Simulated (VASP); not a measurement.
```
CELL_PARAMETERS angstrom
      0.00000     2.83555     2.83555
      2.83555     0.00000     2.83555
      2.83555     2.83555     0.00000
ATOMIC_POSITIONS crystal
  Be 0.00000 0.00000 0.00000
  Te 0.25000 0.25000 0.25000
```

Calculation: PW91 GGA, VASP's PBE PAW potentials (set 64) (plane waves; VASP 6.6.1). Settings: 520 eV cut-off, 8×8×8 Γ-centred mesh, Gaussian smearing of 0.050 eV, potentials Be Te.

Unless said otherwise, spin-orbit coupling is left out, though it shifts the bands of the heavy elements here.

### Question
Estimate the energy per atom (σ→0), band gap (on the k-mesh) with the smallest direct gap where there is one.

### Answer

The band gap (on the k-mesh) is 2.03 eV. The smallest direct gap (on the k-mesh) comes out as 3.64 eV and the energy per atom (σ→0) is -3.826 eV/atom.

The absolute energy has meaning only against runs of the same code, potentials and settings.

The compound is BeTe in the zinc blende structure. It was relaxed first.
